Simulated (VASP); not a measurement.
OSZICAR of a VASP run on Be$_{4}$SeTe$_{3}$ (ordered alloy cell):

**OSZICAR**
```
       N       E                     dE             d eps       ncg     rms          rms(c)
DAV:   1     0.111766469275E+03    0.11177E+03   -0.10494E+04   420   0.102E+03
DAV:   2    -0.245934774026E+02   -0.13636E+03   -0.12907E+03   581   0.168E+02
DAV:   3    -0.340428676943E+02   -0.94494E+01   -0.93923E+01   531   0.523E+01
DAV:   4    -0.342600138126E+02   -0.21715E+00   -0.21683E+00   571   0.919E+00
DAV:   5    -0.342647077373E+02   -0.46939E-02   -0.46931E-02   516   0.133E+00    0.795E+00
DAV:   6    -0.338526154217E+02    0.41209E+00   -0.32949E-01   514   0.256E+00    0.489E+00
DAV:   7    -0.337020108843E+02    0.15060E+00   -0.48381E-01   526   0.308E+00    0.575E-01
DAV:   8    -0.337004319359E+02    0.15789E-02   -0.24405E-02   534   0.930E-01    0.226E-01
DAV:   9    -0.337009348641E+02   -0.50293E-03   -0.45943E-03   490   0.327E-01    0.539E-02
DAV:  10    -0.337009972692E+02   -0.62405E-04   -0.20681E-04   503   0.971E-02    0.345E-02
DAV:  11    -0.337010497088E+02   -0.52440E-04   -0.15209E-04   542   0.642E-02    0.151E-02
DAV:  12    -0.337010521775E+02   -0.24687E-05   -0.30852E-05   495   0.291E-02    0.708E-03
DAV:  13    -0.337010523916E+02   -0.21407E-06   -0.35438E-06   481   0.114E-02
   1 F= -.33701052E+02 E0= -.33701052E+02  d E =-.337011E+02
       N       E                     dE             d eps       ncg     rms          rms(c)
DAV:   1    -0.338176423414E+02   -0.11659E+00   -0.11379E+00   430   0.618E+00    0.512E-01
DAV:   2    -0.338206209616E+02   -0.29786E-02   -0.57273E-02   520   0.112E+00    0.174E-01
DAV:   3    -0.338203262492E+02    0.29471E-03   -0.17368E-03   486   0.262E-01    0.110E-01
DAV:   4    -0.338202307617E+02    0.95487E-04   -0.53102E-04   500   0.105E-01    0.540E-02
DAV:   5    -0.338202207808E+02    0.99809E-05   -0.57439E-05   505   0.500E-02    0.176E-02
DAV:   6    -0.338202210398E+02   -0.25904E-06   -0.19273E-05   523   0.213E-02    0.820E-03
DAV:   7    -0.338202219202E+02   -0.88039E-06   -0.45189E-06   472   0.103E-02
   2 F= -.33820222E+02 E0= -.33820222E+02  d E =-.119170E+00
       N       E                     dE             d eps       ncg     rms          rms(c)
DAV:   1    -0.338777017073E+02   -0.57481E-01   -0.21877E+00   420   0.859E+00    0.703E-01
DAV:   2    -0.338838889808E+02   -0.61873E-02   -0.11265E-01   520   0.157E+00    0.245E-01
DAV:   3    -0.338832484598E+02    0.64052E-03   -0.32681E-03   486   0.361E-01    0.158E-01
DAV:   4    -0.338830654452E+02    0.18301E-03   -0.10820E-03   500   0.147E-01    0.797E-02
DAV:   5    -0.338830533645E+02    0.12081E-04   -0.11692E-04   515   0.681E-02    0.251E-02
DAV:   6    -0.338830532745E+02    0.89962E-07   -0.28014E-05   526   0.272E-02    0.113E-02
DAV:   7    -0.338830547707E+02   -0.14962E-05   -0.10407E-05   485   0.145E-02    0.460E-03
DAV:   8    -0.338830550618E+02   -0.29111E-06   -0.48099E-07   310   0.463E-03
   3 F= -.33883055E+02 E0= -.33883055E+02  d E =-.182003E+00
       N       E                     dE             d eps       ncg     rms          rms(c)
DAV:   1    -0.339204694884E+02   -0.37415E-01   -0.63586E-01   465   0.364E+00    0.102E+00
DAV:   2    -0.338940682526E+02    0.26401E-01   -0.49238E-02   475   0.129E+00    0.389E-01
DAV:   3    -0.338880057673E+02    0.60625E-02   -0.25337E-02   473   0.648E-01    0.195E-01
DAV:   4    -0.338877500861E+02    0.25568E-03   -0.58890E-04   480   0.146E-01    0.130E-01
DAV:   5    -0.338875613892E+02    0.18870E-03   -0.54902E-04   455   0.104E-01    0.439E-02
DAV:   6    -0.338875601683E+02    0.12209E-05   -0.49017E-05   515   0.409E-02    0.304E-02
DAV:   7    -0.338875602175E+02   -0.49169E-07   -0.25094E-05   505   0.246E-02    0.638E-03
DAV:   8    -0.338875586719E+02    0.15456E-05   -0.98224E-06   475   0.163E-02    0.361E-03
DAV:   9    -0.338875587084E+02   -0.36561E-07   -0.12283E-06   278   0.641E-03
   4 F= -.33887559E+02 E0= -.33887559E+02  d E =-.450365E-02
       N       E                     dE             d eps       ncg     rms          rms(c)
DAV:   1    -0.338925530785E+02   -0.49944E-02   -0.68021E-02   460   0.118E+00    0.330E-01
DAV:   2    -0.338897226328E+02    0.28304E-02   -0.53632E-03   475   0.423E-01    0.128E-01
DAV:   3    -0.338890670578E+02    0.65557E-03   -0.26536E-03   458   0.210E-01    0.596E-02
DAV:   4    -0.338890345967E+02    0.32461E-04   -0.57887E-05   498   0.465E-02    0.417E-02
DAV:   5    -0.338890087025E+02    0.25894E-04   -0.57074E-05   450   0.336E-02    0.148E-02
DAV:   6    -0.338890088388E+02   -0.13637E-06   -0.53794E-06   507   0.133E-02
   5 F= -.33889009E+02 E0= -.33889009E+02  d E =-.595378E-02
       N       E                     dE             d eps       ncg     rms          rms(c)
DAV:   1    -0.338890122637E+02   -0.35612E-05   -0.10567E-04   460   0.475E-02    0.121E-02
DAV:   2    -0.338890085734E+02    0.36902E-05   -0.78515E-06   500   0.164E-02    0.629E-03
DAV:   3    -0.338890073756E+02    0.11978E-05   -0.31585E-06   316   0.731E-03    0.125E-03
DAV:   4    -0.338890071870E+02    0.18859E-06   -0.18240E-07   225   0.269E-03
   6 F= -.33889007E+02 E0= -.33889007E+02  d E =-.595213E-02
       N       E                     dE             d eps       ncg     rms          rms(c)
DAV:   1    -0.338890280638E+02   -0.20688E-04   -0.34926E-04   420   0.108E-01    0.102E-02
DAV:   2    -0.338890288594E+02   -0.79562E-06   -0.17338E-05   520   0.196E-02    0.410E-03
DAV:   3    -0.338890287046E+02    0.15480E-06   -0.69483E-07   290   0.493E-03
   7 F= -.33889029E+02 E0= -.33889029E+02  d E =-.215176E-04
```

Task: Which electronic solver shows in the log?

Result: It is blocked Davidson (ALGO = Normal, or the opening steps of other solvers). The INCAR had ALGO = Normal.

Task: Can the final energy be trusted as converged?

Result: Self-consistency was reached. It stopped with EDIFF = 1E-6, NELM = 100, NSW = 60 and EDIFFG = -0.01 after 7 ionic steps (PBEsol GGA, plane waves, VASP's PBE PAW potentials (set 64)).

The structure was generated: Be4SeTe3 was put into an ordered model structure (P-43m), which need not be its known phase. This run relaxes it. Symmetry was kept, so distortions that lower it aren't found.
